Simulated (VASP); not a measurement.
Level of theory: PBE GGA, VASP's PBE PAW potentials (set 64) (plane waves; VASP).

A VASP calculation is set up with these files.

**INCAR**
```
! general
SYSTEM =BiP
PREC   =Accurate
ENCUT  =300
LREAL  =.FALSE.
LASPH  =.TRUE.

! electronic loop
EDIFF  =1E-6
NELM   =100
ALGO   =Normal
LMAXMIX=4

! smearing
ISMEAR =0
SIGMA  =0.136

! functional
GGA    =PE

! ions
ISIF   =2

! output
LWAVE  =.FALSE.
LCHARG =.FALSE.
```

**KPOINTS**
```
Automatic mesh
0
Gamma
5 5 1
0 0 0
```

**POSCAR**
```
BiP
4.5181670
  1.0000000000   0.0000000000   0.0000000000
  0.0000000000   1.0000000000   0.0000000000
  0.0000000000   0.0000000000   3.7060664203
Bi P
2 2
Cart
  0.4932130000  -0.0105570000   2.1527761562
 -0.0025380000   0.5017490000   1.5423351318
  0.0081480000   0.0025360000   1.8447205032
  0.5011770000   0.5062730000   1.8723010495
```

POTCAR, in this order: Bi_d P (PBE.64 set). Program: vasp_std.

Output

**OUTCAR**
```
 ion  position               nearest neighbor table
   1  0.493  0.989  0.581-   4 2.52   3 2.60   4 2.66   3 2.71
   2  0.997  0.502  0.416-   3 2.64   3 2.64   4 2.69   4 2.72
   3  0.008  0.003  0.498-   1 2.60   2 2.64   2 2.64   1 2.71
   4  0.501  0.506  0.505-   1 2.52   1 2.66   2 2.69   2 2.72
  LATTYP: Found a simple tetragonal cell.
 ALAT       =     4.5181670000
 C/A-ratio  =     3.7060664203
 Subroutine PRICEL returns:
 Original cell was already a primitive cell.
 Subroutine GETGRP returns: Found  1 space group operations
The static configuration has the point symmetry C_1 .
The dynamic configuration has the point symmetry C_1 .
 Subroutine INISYM returns: Found  1 space group operations
 Subroutine IBZKPT returns following result:
 Found     13 irreducible k-points:

 Following reciprocal coordinates:
            Coordinates               Weight
  0.000000  0.000000  0.000000      1.000000
  0.200000  0.000000  0.000000      2.000000
  0.000000  0.200000  0.000000      2.000000
  0.400000  0.000000  0.000000      2.000000
  0.000000  0.400000  0.000000      2.000000
  0.200000  0.200000  0.000000      2.000000
 -0.200000  0.200000  0.000000      2.000000
  0.400000  0.200000  0.000000      2.000000
 -0.200000  0.400000  0.000000      2.000000
 -0.400000  0.200000  0.000000      2.000000
  0.200000  0.400000  0.000000      2.000000
  0.400000  0.400000  0.000000      2.000000
 -0.400000  0.400000  0.000000      2.000000
   k-points           NKPTS =     13   k-points in BZ     NKDIM =     13   number of bands    NBANDS=     24
   number of dos      NEDOS =    301   number of ions     NIONS =      4
   total plane-waves  NPLWV =  75264
   dimension x,y,z NGX =    28 NGY =   28 NGZ =   96
   dimension x,y,z NGXF=    56 NGYF=   56 NGZF=  192
   ions per type =               2   2
   PREC   = accura    normal or accurate (medium, high low for compatibility)
   ISTART =      0    job   : 0-new  1-cont  2-samecut
...
```

### OSZICAR
```
       N       E                     dE             d eps       ncg     rms          rms(c)
DAV:   1     0.259112043385E+03    0.25911E+03   -0.15194E+04   856   0.908E+02
DAV:   2     0.339023295840E+01   -0.25572E+03   -0.25302E+03   760   0.302E+02
DAV:   3    -0.169688439956E+02   -0.20359E+02   -0.20212E+02   792   0.102E+02
DAV:   4    -0.175397064063E+02   -0.57086E+00   -0.57016E+00   864   0.178E+01
DAV:   5    -0.175510721994E+02   -0.11366E-01   -0.11366E-01   912   0.230E+00    0.609E+00
DAV:   6    -0.166022952957E+02    0.94878E+00   -0.39554E+00   800   0.910E+00    0.344E+00
DAV:   7    -0.165628667676E+02    0.39429E-01   -0.53067E-01   800   0.316E+00    0.197E+00
DAV:   8    -0.165401971853E+02    0.22670E-01   -0.14880E-01   888   0.269E+00    0.417E-01
DAV:   9    -0.165347200009E+02    0.54772E-02   -0.45274E-02   896   0.148E+00    0.140E-01
DAV:  10    -0.165352096929E+02   -0.48969E-03   -0.34821E-03   832   0.414E-01    0.102E-01
DAV:  11    -0.165343506770E+02    0.85902E-03   -0.18783E-03   792   0.165E-01    0.476E-02
DAV:  12    -0.165342513769E+02    0.99300E-04   -0.41894E-04   800   0.913E-02    0.181E-02
DAV:  13    -0.165342646586E+02   -0.13282E-04   -0.67817E-05   592   0.310E-02    0.114E-02
DAV:  14    -0.165343895035E+02   -0.12484E-03   -0.45433E-05   760   0.361E-02    0.643E-03
DAV:  15    -0.165345019420E+02   -0.11244E-03   -0.16429E-05   680   0.158E-02    0.413E-03
DAV:  16    -0.165346200283E+02   -0.11809E-03   -0.60203E-06   584   0.106E-02    0.284E-03
DAV:  17    -0.165347015022E+02   -0.81474E-04   -0.36913E-06   512   0.721E-03    0.232E-03
DAV:  18    -0.165347531515E+02   -0.51649E-04   -0.37149E-06   552   0.622E-03    0.536E-04
DAV:  19    -0.165347600713E+02   -0.69198E-05   -0.25907E-07   576   0.200E-03    0.389E-04
DAV:  20    -0.165347629751E+02   -0.29038E-05   -0.16091E-07   512   0.195E-03    0.159E-04
DAV:  21    -0.165347631599E+02   -0.18481E-06   -0.10388E-08   560   0.103E-03
   1 F= -.16534763E+02 E0= -.16521698E+02  d E =-.261308E-01
```

### OUTCAR
```
------------------------ aborting loop because EDIFF is reached ----------------------------------------
  FORCE on cell =-STRESS in cart. coord.  units (eV):
  Direction    XX          YY          ZZ          XY          YZ          ZX
  --------------------------------------------------------------------------------------
  Total        6.8461831     10.2809371      2.3051192     -0.0218283      0.7909224      0.2603336
  in kB       32.0892125     48.1884821     10.8044817     -0.1023128      3.7071862      1.2202275
  external PRESSURE =      30.3607254 kB  Pullay stress =       0.0000000 kB
  volume of cell :      341.82
      direct lattice vectors                 reciprocal lattice vectors
     4.518167000  0.000000000  0.000000000     0.221328694  0.000000000  0.000000000
     0.000000000  4.518167000  0.000000000     0.000000000  0.221328694  0.000000000
     0.000000000  0.000000000 16.744627000     0.000000000  0.000000000  0.059720649
 POSITION                                       TOTAL-FORCE (eV/Angst)
 -----------------------------------------------------------------------------------
      2.22842      4.47047      9.72660         0.336901      0.659815      1.482148
      4.50670      2.26699      6.96853         0.138026      0.036289     -0.479690
      0.03681      0.01146      8.33476        -0.300630     -0.074528      0.078474
      2.26440      2.28743      8.45937        -0.174296     -0.621577     -1.080933
 -----------------------------------------------------------------------------------
    total drift:                                0.000780     -0.000944      0.001284
  FREE ENERGIE OF THE ION-ELECTRON SYSTEM (eV)
  ---------------------------------------------------
  free  energy   TOTEN  =       -16.5347631599 eV

  energy  without entropy=      -16.5086323552  energy(sigma->0) =      -16.52169776
```
(Selected blocks of OUTCAR.)

At this cut-off the stress carries a Pulay error, which pulls relaxed volumes low. The cell holds a wide vacuum, so values per volume refer to the whole cell.

The cell is a sheet with vacuum, built from a generated structure.
